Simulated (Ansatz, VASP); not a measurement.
# Cross-check of MoS2 between VASP and Ansatz

Aim: how closely do two programs agree when they are given the same cell, functional and k mesh? The cell is taken from a series of runs on this material, whose earlier steps may have relaxed, scaled, displaced or heated it; both programs get it as it stands.

Method: plane waves, with VASP 6.6.1 beside it; dielectric response at PBEsol, in Ansatz 0.2.0.

### 1. Set-up

Symmetry: P6_3/mmc, No. 194, hexagonal system. Conventional cell: a = 3.142 Å, b = 3.142 Å, c = 12.579 Å, α = 90.00°, β = 90.00°, γ = 120.00°. Mo has 6 S at 2.39 Å nearest. S has 3 Mo at 2.39 Å nearest. Farther neighbours and most contacts between anions are not listed.

Coordinates:

```xyz
6
Lattice="3.1415 0.0000 0.0000 -1.5708 2.7207 0.0000 0.0000 0.0000 12.5788" Properties=species:S:1:pos:R:3 pbc="T T T"
Mo    1.5708    0.9069    9.4341
Mo    0.0000    1.8138    3.1447
S     1.5708    0.9069    4.7038
S     0.0000    1.8138   10.9932
S     1.5708    0.9069    1.5856
S     0.0000    1.8138    7.8750
```

### 2. VASP: dielectric response, PBEsol

The response to a field tests empty states and converges slowly with the mesh.

Lines of VASP's logs that name or quote its potential files are left out, and so is its time.

Contents of INCAR:

```
SYSTEM = MoS2
PREC = Accurate
ENCUT = 400
EDIFF = 1E-08
NELM = 120
ISMEAR = 0
SIGMA = 0.01
LREAL = .FALSE.
ALGO = Normal
GGA = PS
NBANDS = 32
LASPH = .TRUE.
LORBIT = 11
LWAVE = .FALSE.
LCHARG = .FALSE.
ISIF = 2
LEPSILON = .TRUE.
GGA_COMPAT = .FALSE.
EFERMI = MIDGAP
KPAR = 2
```

Contents of POSCAR:

```
MoS2
1.0
    3.1415475949      0.0000000000      0.0000000000
   -1.5707737974      2.7206600244      0.0000000000
    0.0000000000      0.0000000000     12.5788096800
Mo S
2 4
Direct
    0.6666666667      0.3333333333      0.7500000000
    0.3333333333      0.6666666667      0.2500000000
    0.6666666667      0.3333333333      0.3739446556
    0.3333333333      0.6666666667      0.8739446556
    0.6666666667      0.3333333333      0.1260553444
    0.3333333333      0.6666666667      0.6260553444
```

Contents of KPOINTS:

```
Automatic mesh
0
Gamma
8 8 2
0 0 0
```

PAW data sets: Mo_sv and S (PBE family, release 64).

The run is started by

```console
$ mpirun -np 2 vasp_std
```

Numbers of over 12 decimals in the logs are rounded to 6 here.

The program printed:

```text
[banner, memory and clock lines left out]
running    2 mpi-ranks, on    1 nodes
 distrk:  each k-point on    1 cores,    2 groups
 distr:  one band on    1 cores,    1 groups

 POSCAR found type information on POSCAR MoS
 POSCAR found :  2 types and       6 ions
|                                                                             |
|               ----> ADVICE to this user running VASP <----                  |
|                                                                             |
|     You enforced a specific xc type in the INCAR file but a different       |
|     [... a line on the potential file left out ...]
|     I HOPE YOU KNOW WHAT YOU ARE DOING!                                     |
|                                                                             |

 LDA part: xc-table for (Slater+PW92), standard interpolation
 POSCAR, INCAR and KPOINTS ok, starting setup
 FFT: planning ... GRIDC
 FFT: planning ... GRID_SOFT
 FFT: planning ... GRID
 WAVECAR not read
 entering main loop
       N       E                     dE             d eps       ncg     rms          rms(c)
DAV:   1     0.382019708409E+03    0.38202E+03   -0.26287E+04  1448   0.126E+03
DAV:   2    -0.302039188799E+02   -0.41222E+03   -0.40185E+03  1608   0.353E+02
DAV:   3    -0.493903327182E+02   -0.19186E+02   -0.19051E+02  1608   0.700E+01
DAV:   4    -0.497831332793E+02   -0.39280E+00   -0.39159E+00  1592   0.994E+00
DAV:   5    -0.497914343822E+02   -0.83011E-02   -0.82959E-02  1608   0.139E+00    0.367E+01
DAV:   6    -0.476122517762E+02    0.21792E+01   -0.18031E+01  1392   0.237E+01    0.128E+01
DAV:   7    -0.472513853728E+02    0.36087E+00   -0.82077E+00  1432   0.148E+01    0.838E+00
DAV:   8    -0.469000933634E+02    0.35129E+00   -0.13868E+00  1552   0.668E+00    0.298E+00
DAV:   9    -0.469096692528E+02   -0.95759E-02   -0.14405E-01  1672   0.181E+00    0.134E+00
DAV:  10    -0.469010727200E+02    0.85965E-02   -0.55495E-02  1528   0.137E+00    0.306E-01
DAV:  11    -0.469010260003E+02    0.46720E-04   -0.24702E-03  1624   0.281E-01    0.149E-01
DAV:  12    -0.469009621712E+02    0.63829E-04   -0.24824E-04  1552   0.820E-02    0.804E-02
DAV:  13    -0.469009611785E+02    0.99271E-06   -0.18975E-04  1696   0.685E-02    0.158E-02
DAV:  14    -0.469009608222E+02    0.35627E-06   -0.19558E-05  1528   0.255E-02    0.212E-02
DAV:  15    -0.469009615021E+02   -0.67987E-06   -0.24565E-06  1592   0.807E-03    0.550E-03
DAV:  16    -0.469009612205E+02    0.28161E-06   -0.11175E-06  1600   0.615E-03    0.101E-03
DAV:  17    -0.469009612828E+02   -0.62339E-07   -0.88481E-08  1456   0.142E-03    0.184E-03
DAV:  18    -0.469009612649E+02    0.17894E-07   -0.47686E-09   976   0.386E-04    0.104E-03
DAV:  19    -0.469009612521E+02    0.12823E-07   -0.48516E-09   920   0.353E-04    0.292E-04
DAV:  20    -0.469009612492E+02    0.29268E-08   -0.71976E-10   872   0.130E-04
   1 F= -.46900961E+02 E0= -.46900961E+02  d E =0.000000E+00
 Linear response reoptimize wavefunctions to high precision
DAV:   1    -0.469009612490E+02    0.12005E-09   -0.27559E-10   880   0.650E-05
DAV:   2    -0.469009612491E+02   -0.86402E-10   -0.11320E-10   856   0.340E-05
 Linear response G [H, r] |phi>, progress :
  Direction:   1
       N       E                     dE             d eps       ncg     rms
RMM:   1    -0.253167847088E+03   -0.25317E+03    0.40348E+02  2241   0.218E+02
RMM:   2    -0.233463414724E+03    0.19704E+02   -0.15896E+02  2061   0.535E+01
RMM:   3    -0.235666872455E+03   -0.22035E+01   -0.10026E+01  2356   0.133E+01
RMM:   4    -0.235780300507E+03   -0.11343E+00   -0.87637E-01  2505   0.307E+00
RMM:   5    -0.235787260910E+03   -0.69604E-02   -0.91212E-02  2609   0.930E-01
RMM:   6    -0.235788303614E+03   -0.10427E-02   -0.11496E-02  2624   0.314E-01
RMM:   7    -0.235788384422E+03   -0.80808E-04   -0.14331E-03  2680   0.767E-02
RMM:   8    -0.235788394167E+03   -0.97444E-05   -0.53425E-04  2778   0.270E-02
RMM:   9    -0.235788395414E+03   -0.12474E-05   -0.30896E-04  2853   0.117E-02
RMM:  10    -0.235788396122E+03   -0.70776E-06   -0.16120E-04  2808   0.620E-03
RMM:  11    -0.235788396081E+03    0.41023E-07    0.45137E-04  2796   0.444E-03
RMM:  12    -0.235788396348E+03   -0.26760E-06    0.71409E-04  2771   0.374E-03
RMM:  13    -0.235788396292E+03    0.55847E-07    0.67620E-04  2617   0.345E-03
RMM:  14    -0.235788396277E+03    0.15263E-07    0.60335E-04  2461   0.333E-03
RMM:  15    -0.235788396437E+03   -0.16002E-06    0.69420E-04  2331   0.328E-03
RMM:  16    -0.235788396330E+03    0.10686E-06    0.67723E-04  2247   0.326E-03
 Linear response G [H, r] |phi>, progress :
  Direction:   2
       N       E                     dE             d eps       ncg     rms
RMM:   1    -0.262785895044E+03   -0.26279E+03    0.28326E+02  2275   0.220E+02
RMM:   2    -0.243751355923E+03    0.19035E+02   -0.16037E+02  2100   0.536E+01
[...]
RMM:   1    -0.258160406492E+03   -0.25816E+03    0.47484E+02  2298   0.224E+02
RMM:   2    -0.239557577684E+03    0.18603E+02   -0.17284E+02  2052   0.519E+01
RMM:   3    -0.241469992168E+03   -0.19124E+01   -0.12798E+01  2342   0.134E+01
RMM:   4    -0.241555967817E+03   -0.85976E-01   -0.11615E+00  2442   0.323E+00
RMM:   5    -0.241566098471E+03   -0.10131E-01   -0.10611E-01  2509   0.973E-01
[...]
change of polarisation eV/A/(eV/A) component  2 :    -0.860     8.703    -0.000
 dielectric tensor                  component  2 :    -1.448    15.648    -0.000
 Linear response to external field (no local field effect), progress :
  Direction:   3
       N       E                     dE             d eps       ncg     rms          rms(c)
RMM:   1    -0.238575921081E+01   -0.23858E+01   -0.11407E+01  2708   0.697E+00
RMM:   2    -0.254292905557E+01   -0.15717E+00   -0.10995E-01  2070   0.117E+00
RMM:   3    -0.254622398827E+01   -0.32949E-02   -0.88087E-03  2145   0.222E-01
RMM:   4    -0.254641431322E+01   -0.19032E-03   -0.46163E-04  2164   0.473E-02
RMM:   5    -0.254642448739E+01   -0.10174E-04   -0.46946E-05  2270   0.126E-02
RMM:   6    -0.254642514841E+01   -0.66102E-06   -0.34843E-06  2164   0.299E-03
RMM:   7    -0.254642518628E+01   -0.37875E-07   -0.51666E-07  1889   0.925E-04
RMM:   8    -0.254642518981E+01   -0.35269E-08   -0.88484E-07  1589   0.495E-04
RMM:   9    -0.254642518943E+01    0.38449E-09   -0.42948E-07  1309   0.383E-04
RMM:  10    -0.254642519156E+01   -0.21376E-08   -0.51276E-07  1160   0.355E-04
RMM:  11    -0.254642519117E+01    0.39552E-09   -0.15316E-07  1093   0.348E-04
RMM:  12    -0.254642519132E+01   -0.14900E-09   -0.41045E-07  1078   0.347E-04
RMM:  13    -0.254642519197E+01   -0.65442E-09   -0.15264E-07  1068   0.346E-04
 change of polarisation eV/A/(eV/A) component  3 :    -0.000    -0.000     5.093
 dielectric tensor                  component  3 :    -0.000    -0.000     9.572
 Linear response to external field, progress :
  Direction:   1
       N       E                     dE             d eps       ncg     rms          rms(c)
RMM:   1    -0.409966176691E+01   -0.40997E+01   -0.25514E+01  5897   0.755E+00
RMM:   2    -0.435472397783E+01   -0.25506E+00   -0.30225E-01  4454   0.140E+00    0.424E+00
RMM:   3    -0.419283069701E+01    0.16189E+00   -0.20121E-01  4364   0.236E+00    0.225E+00
RMM:   4    -0.429752193880E+01   -0.10469E+00   -0.16048E-01  4496   0.214E+00    0.504E-01
RMM:   5    -0.433040001714E+01   -0.32878E-01   -0.46848E-03  4467   0.536E-01    0.520E-02
RMM:   6    -0.433236674635E+01   -0.19667E-02   -0.38489E-03  4557   0.113E-01    0.308E-02
RMM:   7    -0.433197452788E+01    0.39222E-03    0.11959E-03  4489   0.356E-02    0.146E-02
RMM:   8    -0.433240786864E+01   -0.43334E-03   -0.11023E-04  4548   0.186E-02    0.348E-03
RMM:   9    -0.433262016216E+01   -0.21229E-03    0.30267E-05  4791   0.593E-03    0.118E-03
RMM:  10    -0.433264923845E+01   -0.29076E-04    0.41283E-05  4925   0.232E-03    0.389E-04
RMM:  11    -0.433266972921E+01   -0.20491E-04    0.23628E-05  4743   0.793E-04    0.137E-04
RMM:  12    -0.433267905377E+01   -0.93246E-05    0.13051E-06  4916   0.401E-04    0.424E-05
RMM:  13    -0.433267948603E+01   -0.43226E-06    0.60265E-06  3834   0.294E-04    0.118E-05
RMM:  14    -0.433267956561E+01   -0.79575E-07    0.49390E-06  2589   0.254E-04    0.536E-06
 change of polarisation eV/A/(eV/A) component  1 :     8.190    -0.240    -0.000
 dielectric tensor                  component  1 :    14.785    -0.404    -0.000
 Linear response to external field, progress :
  Direction:   2
       N       E                     dE             d eps       ncg     rms          rms(c)
RMM:   1    -0.409772232818E+01   -0.40977E+01   -0.25495E+01  5934   0.755E+00
RMM:   2    -0.435475436042E+01   -0.25703E+00   -0.29941E-01  4432   0.142E+00    0.424E+00
RMM:   3    -0.419332061294E+01    0.16143E+00   -0.20533E-01  4318   0.237E+00    0.225E+00
RMM:   4    -0.429800378436E+01   -0.10468E+00   -0.16582E-01  4442   0.215E+00    0.504E-01
RMM:   5    -0.432952258579E+01   -0.31519E-01    0.40875E-04  4462   0.542E-01    0.690E-02
RMM:   6    -0.433276679610E+01   -0.32442E-02   -0.83081E-03  4510   0.122E-01    0.351E-02
RMM:   7    -0.433189354351E+01    0.87325E-03    0.14338E-03  4509   0.410E-02    0.149E-02
RMM:   8    -0.433241059192E+01   -0.51705E-03    0.24282E-04  4723   0.187E-02    0.331E-03
RMM:   9    -0.433261322374E+01   -0.20263E-03    0.17897E-05  4754   0.514E-03    0.113E-03
RMM:  10    -0.433265335916E+01   -0.40135E-04    0.20400E-05  4910   0.207E-03    0.387E-04
RMM:  11    -0.433267066945E+01   -0.17310E-04    0.33193E-05  4743   0.857E-04    0.130E-04
RMM:  12    -0.433267840606E+01   -0.77366E-05    0.34886E-07  4848   0.402E-04    0.572E-05
RMM:  13    -0.433267988533E+01   -0.14793E-05   -0.54137E-07  3753   0.286E-04    0.292E-05
RMM:  14    -0.433268001536E+01   -0.13003E-06   -0.57281E-08  3333   0.273E-04    0.798E-06
 change of polarisation eV/A/(eV/A) component  2 :    -0.233     8.190     0.000
 dielectric tensor                  component  2 :    -0.392    14.785     0.000
 Linear response to external field, progress :
  Direction:   3
       N       E                     dE             d eps       ncg     rms          rms(c)
RMM:   1    -0.238575921081E+01   -0.23858E+01   -0.11407E+01  2708   0.697E+00
RMM:   2    -0.254292844198E+01   -0.15717E+00   -0.10995E-01  2067   0.117E+00    0.488E+00
RMM:   3    -0.160050172841E+01    0.94243E+00   -0.45757E+00  2244   0.517E+00    0.189E+00
RMM:   4    -0.154387827184E+01    0.56623E-01   -0.29777E-01  2195   0.140E+00    0.103E+00
RMM:   5    -0.156607602796E+01   -0.22198E-01   -0.51354E-02  1987   0.779E-01    0.345E-01
RMM:   6    -0.157492298994E+01   -0.88470E-02   -0.79690E-03  2204   0.239E-01    0.256E-01
RMM:   7    -0.158220315071E+01   -0.72802E-02   -0.12909E-03  2098   0.113E-01    0.560E-02
RMM:   8    -0.158115620787E+01    0.10469E-02   -0.15131E-04  2171   0.536E-02    0.250E-02
RMM:   9    -0.158164882385E+01   -0.49262E-03   -0.50490E-05  2066   0.294E-02    0.111E-02
RMM:  10    -0.158149235103E+01    0.15647E-03    0.22313E-04  2170   0.140E-02    0.690E-03
RMM:  11    -0.158151188291E+01   -0.19532E-04    0.28301E-04  2228   0.382E-03    0.316E-03
RMM:  12    -0.158152570587E+01   -0.13823E-04    0.41873E-05  2339   0.180E-03    0.654E-04
RMM:  13    -0.158152965869E+01   -0.39528E-05    0.15807E-05  2363   0.686E-04    0.609E-04
RMM:  14    -0.158153313695E+01   -0.34783E-05   -0.17661E-05  2323   0.471E-04    0.769E-05
RMM:  15    -0.158152815845E+01    0.49785E-05    0.26954E-05  1911   0.274E-04    0.241E-05
RMM:  16    -0.158152693173E+01    0.12267E-05   -0.86924E-06  1645   0.233E-04    0.931E-06
 change of polarisation eV/A/(eV/A) component  3 :     0.000    -0.000     2.987
 dielectric tensor                  component  3 :     0.000    -0.000     6.028
 Born effective charges drift removed
```

From OUTCAR (step 2):

```text
ion  position               nearest neighbor table
   1  0.667  0.333  0.750-   4 2.39   6 2.39   4 2.39   6 2.39   4 2.39   6 2.39
   2  0.333  0.667  0.250-   3 2.39   5 2.39   3 2.39   5 2.39   3 2.39   5 2.39
   3  0.667  0.333  0.374-   2 2.39   2 2.39   2 2.39
   4  0.333  0.667  0.874-   1 2.39   1 2.39   1 2.39
   5  0.667  0.333  0.126-   2 2.39   2 2.39   2 2.39
   6  0.333  0.667  0.626-   1 2.39   1 2.39   1 2.39

  LATTYP: Found a hexagonal cell.
 ALAT       =     3.1415475949
 C/A-ratio  =     4.0040169057

 Subroutine GETGRP returns: Found 24 space group operations
 (whereof 12 operations were pure point group operations)

The static configuration has the point symmetry D_3d.
 The point group associated with its full space group is D_6h.

 Found     20 irreducible k-points:

   k-points           NKPTS =     20   k-points in BZ     NKDIM =     20   number of bands    NBANDS=     32

   dimension x,y,z NGX =    20 NGY =   20 NGZ =   84
   dimension x,y,z NGXF=    40 NGYF=   40 NGZF=  168

   ENCUT  =  400.0 eV  29.40 Ry    5.42 a.u.   5.12  5.12 20.51*2*pi/ulx,y,z

   NELECT =      52.0000    total number of electrons

 k-points in reciprocal lattice and weights: Automatic mesh
   0.00000000  0.00000000  0.00000000       0.008
   0.12500000  0.00000000  0.00000000       0.047
   0.25000000  0.00000000  0.00000000       0.047
   0.37500000  0.00000000  0.00000000       0.047
   0.50000000  0.00000000  0.00000000       0.023
   0.12500000  0.12500000  0.00000000       0.047
   0.25000000  0.12500000  0.00000000       0.094
   0.37500000  0.12500000  0.00000000       0.094
   0.25000000  0.25000000  0.00000000       0.047
[...]
0.25000000  0.25000000  0.50000000       0.047
   0.37500000  0.25000000  0.50000000       0.047

 average (electrostatic) potential at core
       1 -74.5663       2 -74.5663       3 -84.5832       4 -84.5832       5 -84.5832
       6 -84.5832

  Total       -0.1777871     -0.1777871     -0.1888674     -0.0000000     -0.0000000      0.0000000
  in kB       -2.6494357     -2.6494357     -2.8145570     -0.0000000     -0.0000000      0.0000000
  external PRESSURE =      -2.7044761 kB  Pullay stress =       0.0000000 kB

  energy-cutoff  :      400.00
  volume of cell :      107.51
      direct lattice vectors                 reciprocal lattice vectors
     3.141547595  0.000000000  0.000000000     0.318314452  0.183778934  0.000000000
    -1.570773797  2.720660024  0.000000000     0.000000000  0.367557869  0.000000000
     0.000000000  0.000000000 12.578809680     0.000000000  0.000000000  0.079498778

 POSITION                                       TOTAL-FORCE (eV/Angst)
 -----------------------------------------------------------------------------------
      1.57077      0.90689      9.43411         0.000000      0.000000     -0.000000
     -0.00000      1.81377      3.14470        -0.000000     -0.000000     -0.000000
      1.57077      0.90689      4.70378         0.000000     -0.000000      0.002013
     -0.00000      1.81377     10.99318        -0.000000      0.000000      0.002013
      1.57077      0.90689      1.58563        -0.000000      0.000000     -0.002013
     -0.00000      1.81377      7.87503        -0.000000     -0.000000     -0.002013
 -----------------------------------------------------------------------------------
    total drift:                               -0.000000      0.000000     -0.000000

 MACROSCOPIC STATIC DIELECTRIC TENSOR (including local field effects in DFT)
 ------------------------------------------------------
          14.785163     0.000000     0.000000
           0.000000    14.785163     0.000000
           0.000000     0.000000     6.027942
 ------------------------------------------------------

 PIEZOELECTRIC TENSOR (including local field effects)  for field in x, y, z        (C/m^2)
          XX          YY          ZZ          XY          YZ          ZX
  --------------------------------------------------------------------------------
  x     0.00000     0.00000     0.00000     0.00000     0.00000     0.00000
  y     0.00000     0.00000     0.00000     0.00000     0.00000     0.00000
  z     0.00000     0.00000     0.00000     0.00000     0.00000     0.00000

 BORN EFFECTIVE CHARGES (including local field effects) (in |e|, cummulative output)
 ---------------------------------------------------------------------------------
 ion    1
    1    -1.09203    -0.00000    -0.00000
    2    -0.00000    -1.09203    -0.00000
    3     0.00000    -0.00000    -0.59320
 ion    2
    1    -1.09203    -0.00000    -0.00000
    2    -0.00000    -1.09203    -0.00000
    3     0.00000    -0.00000    -0.59320
 ion    3
    1     0.54602     0.00000    -0.00000
    2     0.00000     0.54602    -0.00000
    3     0.00000    -0.00000     0.29660
 ion    4
    1     0.54602     0.00000     0.00000
    2     0.00000     0.54602    -0.00000
    3     0.00000     0.00000     0.29660
 ion    5
    1     0.54602     0.00000     0.00000
    2     0.00000     0.54602    -0.00000
    3    -0.00000     0.00000     0.29660
 ion    6
    1     0.54602     0.00000    -0.00000
    2     0.00000     0.54602     0.00000
    3     0.00000    -0.00000     0.29660
```

This run has no spin polarisation, so a moment on Mo, if there is one, isn't seen. The gap is read on the k-mesh alone, so it is an upper bound where the band edges lie off the mesh. Energies printed during the response cycles are not total energies of the cell. The dielectric response converges more slowly with the mesh than energies do, so tensor and charges may still move on a finer one.

(Part 1 of 2 ends here.)

[Lines on the potential files, build, host, timing and source positions are cut from VASP's logs without a mark.]

[Logs are printed without paths, hosts, clocks, repeated set-up lines and the standing remarks that a program may print on its own settings, such as how far it seeks lower states.]

[Hosts, paths, dates, database ids (printed as entryN), source tags and the programs' standing remarks are cut or masked in the printed files.]
